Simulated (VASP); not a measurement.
Runs of VASP 6.6.1 on BiS. It takes space group R-3m (No. 166, trigonal). Conventional cell: a = 4.219 Å, b = 4.219 Å, c = 10.501 Å, α = 90.00°, β = 90.00°, γ = 120.00°. Bi (site symmetry -3m) has 6 S at 3.00 Å as nearest neighbours. Around S (site symmetry -3m) lie 6 Bi at 3.00 Å. The cell was built by a generator and needn't be a form met in nature.

```csv
level,potentials or basis,cutoff (eV),gap on the mesh (eV),pressure (GPa),relaxed volume (Å³/atom)
SCAN,"VASP PAW PBE potentials, release 64 (Bi_d, S)",600,none,0.0,(a)
PBE,"VASP PAW PBE potentials, release 54 (Bi_d, S)",900,none,0.0,(b)
PBE,"VASP PAW PBE potentials, release 64 (Bi_d, S_h)",900,none,0.0,25.25
PBE,"VASP PAW PBE potentials, release 64 (Bi_d_GW, S_GW)",900,none,0.0,25.27
SCAN+D3,"VASP PAW PBE potentials, release 64 (Bi_d, S)",600,none,0.0,24.50
PBE,"VASP PAW PBE potentials, release 54 (Bi, S)",900,none,0.0,25.18
```

Alike in all rows: task relaxation of cell and atoms; no spin polarisation; cell relaxed; k mesh 8 × 8 × 8; smearing fermi-dirac 0.05 eV.

Question: Fill in the values left out.

Answer: (a) 24.76; (b) 25.24.

Caveats: spin-orbit coupling is left out, which moves the levels of the heavy elements; the PAW data sets were made with another functional, which shifts forces and pressure a little (some runs); pairwise dispersion overbinds metals, which lowers pressure and volume (some runs).

A k mesh can miss the band edges, and the runs leave out spin-orbit coupling on Bi.

A gap of «none» marks a metal or a gap under the smearing width.

Not every run made on this cell is shown here.
